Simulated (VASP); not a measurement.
Calculation: PBEsol GGA, VASP's PBE PAW potentials (set 64) (plane waves; VASP).

A VASP calculation is set up with these files.

KPOINTS:
```
k-points along high-symmetry lines
15
Line-mode
Reciprocal
  0.000000   0.000000   0.000000 ! GAMMA
  0.000000   0.500000   0.000000 ! X

  0.000000   0.500000   0.000000 ! X
  0.500000   0.500000   0.000000 ! M

  0.500000   0.500000   0.000000 ! M
  0.000000   0.000000   0.000000 ! GAMMA

  0.000000   0.000000   0.000000 ! GAMMA
  0.500000   0.500000   0.500000 ! R

  0.500000   0.500000   0.500000 ! R
  0.000000   0.500000   0.000000 ! X

  0.500000   0.500000   0.500000 ! R
  0.500000   0.500000   0.000000 ! M
```

**POSCAR**
```
PdSb
1
    3.3549347164    -0.0000000000     0.0000000000
    0.0000000000     3.3549347164    -0.0000000000
    0.0000000000     0.0000000000     3.3549347164
Pd Sb
1 1
Direct
  0.0000000000   0.0000000000   0.0000000000
  0.5000000000   0.5000000000   0.5000000000
```

INCAR:
```
ALGO = Normal
EDIFF = 1E-7
ENCUT = 400
GGA = PS
ICHARG = 11
ISMEAR = 0
LASPH = .TRUE.
LCHARG = .FALSE.
LMAXMIX = 4
LORBIT = 11
LREAL = .FALSE.
LWAVE = .FALSE.
NELM = 100
PREC = Accurate
SIGMA = 0.05
SYSTEM = PdSb
```

POTCAR, in this order: Pd Sb (PBE.64 set). Program: vasp_std. Read from the step before: CHGCAR.

Output of the run:

**OSZICAR**
```
       N       E                     dE             d eps       ncg     rms          rms(c)
DAV:   1     0.632249465254E+02    0.63225E+02   -0.52075E+03  1980   0.900E+02
DAV:   2    -0.749634917327E+01   -0.70721E+02   -0.65613E+02  2219   0.204E+02
DAV:   3    -0.969296730566E+01   -0.21966E+01   -0.21202E+01  2357   0.388E+01
DAV:   4    -0.971792060497E+01   -0.24953E-01   -0.24904E-01  2209   0.417E+00
DAV:   5    -0.971837068755E+01   -0.45008E-03   -0.45006E-03  2301   0.582E-01
DAV:   6    -0.971838468534E+01   -0.13998E-04   -0.13996E-04  2282   0.913E-02
DAV:   7    -0.971838503063E+01   -0.34529E-06   -0.34560E-06  2305   0.160E-02
DAV:   8    -0.971838504330E+01   -0.12668E-07   -0.11787E-07  1800   0.283E-03
   1 F= -.97183850E+01 E0= -.97175381E+01  d E =-.169385E-02
```

OUTCAR:
```
 val. band max:       11.0619177830   @ k =   0.0357   0.0357   0.0357

 cond. band min:      11.0978773136   @ k =   0.0714   0.0714   0.0714



 k-point     1 :       0.0000    0.0000    0.0000
  band No.  band energies     occupation
      1      -2.3032      2.00000
      2       6.4168      2.00000
      3       6.4168      2.00000
      4       7.9424      2.00000
      5       7.9424      2.00000
      6       7.9424      2.00000
      7      11.1900      0.00034
      8      11.1900      0.00034
      9      11.1900      0.00034
     10      14.9553      0.00000
     11      17.8225      0.00000

 k-point     2 :       0.0000    0.0357    0.0000
  band No.  band energies     occupation
      1      -2.2864      2.00000
      2       6.4121      2.00000
      3       6.4196      2.00000
      4       7.9193      2.00000
      5       7.9193      2.00000
      6       7.9426      2.00000
      7      11.0471      1.35377
      8      11.2320      0.00000
      9      11.2320      0.00000
     10      15.0657      0.00000
     11      17.8121      0.00000

 k-point     3 :       0.0000    0.0714    0.0000
  band No.  band energies     occupation
      1      -2.2362      2.00000
      2       6.3953      2.00000
      3       6.4285      2.00000
      4       7.8542      2.00000
      5       7.8542      2.00000
      6       7.9433      2.00000
      7      10.6813      2.00000
      8      11.3541      0.00000
      9      11.3541      0.00000
     10      15.3268      0.00000
     11      17.7810      0.00000

 k-point     4 :       0.0000    0.1071    0.0000
  band No.  band energies     occupation
      1      -2.1529      2.00000
      2       6.3552      2.00000
      3       6.4429      2.00000
      4       7.7565      2.00000
      5       7.7565      2.00000
      6       7.9445      2.00000
      7      10.2101      2.00000
      8      11.5467      0.00000
      9      11.5467      0.00000
     10      15.6155      0.00000
...
```

The density is held fixed in this step, so its total energy and stress have no physical meaning. Unless said otherwise, spin-orbit coupling is left out, though it shifts the bands of the heavy elements here.

The structure was generated: PdSb was put into the CsCl type type (Pm-3m), which need not be its known phase. It was relaxed first, which changed the volume by -20 %. The electron count is odd and the run is not spin-polarised, which forces a metal.
